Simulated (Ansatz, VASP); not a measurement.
**One calculation of KPt, two programs**

INCAR

```
PREC = Accurate ; ENCUT = 520
EDIFF = 1E-7 ; ISMEAR = -1
SIGMA = 0.05 ; LREAL = F
LASPH = T ; NELM = 100
ALGO = Normal ; ISIF = 2
LWAVE = F ; LCHARG = F
GGA = PE ; NBANDS = 16
```

File KPOINTS:

```
regular mesh
0
Gamma
  10 10 5
```

File POSCAR:

```
KPt
1.0
    3.0403366399      0.0000000000      0.0000000000
   -1.5201683200      2.6330087662      0.0000000000
    0.0000000000      0.0000000000      5.4159226196
Pt K
1 1
Direct
    0.6666666667      0.3333333333      0.0000000000
    0.0000000000      0.0000000000      0.5000000000
```

Contents of input.yaml:

```yaml
crystal:
  lattice:
    - [3.0403366399, 0.0, 0.0]
    - [-1.52016832, 2.6330087662, 0.0]
    - [0.0, 0.0, 5.4159226196]
  atoms:
    - { symbol: Pt, position: [0.6666666667, 0.3333333333, 0.0] }
    - { symbol: K, position: [0.0, 0.0, 0.5] }
hamiltonian:
  xc: pbe
  pseudopotentials: { kind: paw }
kpoints:
  mp_grid: { grid: [10, 10, 5] }
scf:
  occupations: { method: fermi_dirac, width: 0.05 }
output:
  forces: true
  stress: true
  eigenvalues: true
```

Change from the starting cell: volume scaled by 1.04.

Alike in both runs: task single point; functional PBE; k mesh 10 × 10 × 5; occupations fermi-dirac, width 0.05 eV; no spin polarisation.

```csv
,VASP,Ansatz
version,VASP 6.6.1,Ansatz 0.2.0
potentials or method,"VASP PAW PBE potentials, release 64 (Pt, K_sv)",Ansatz PAW
plane-wave cutoff (eV),520,420
valence electrons in the cell,19,27
```

|  | VASP | Ansatz | Ansatz less VASP |
| --- | --- | --- | --- |
| gap on the k mesh at the Fermi level (eV) | none | none | - |
| pressure (GPa) | -1.7 | -1.8 | -0.13 |
| largest component of the traceless stress (GPa) | 0.13 | 0.11 | -0.015 |

A gap of «none» marks a metal or a gap that the smearing closes. The two sets of potentials don't hold the same shells in valence.

Spin-orbit coupling is left out, which matters for the levels of Pt.
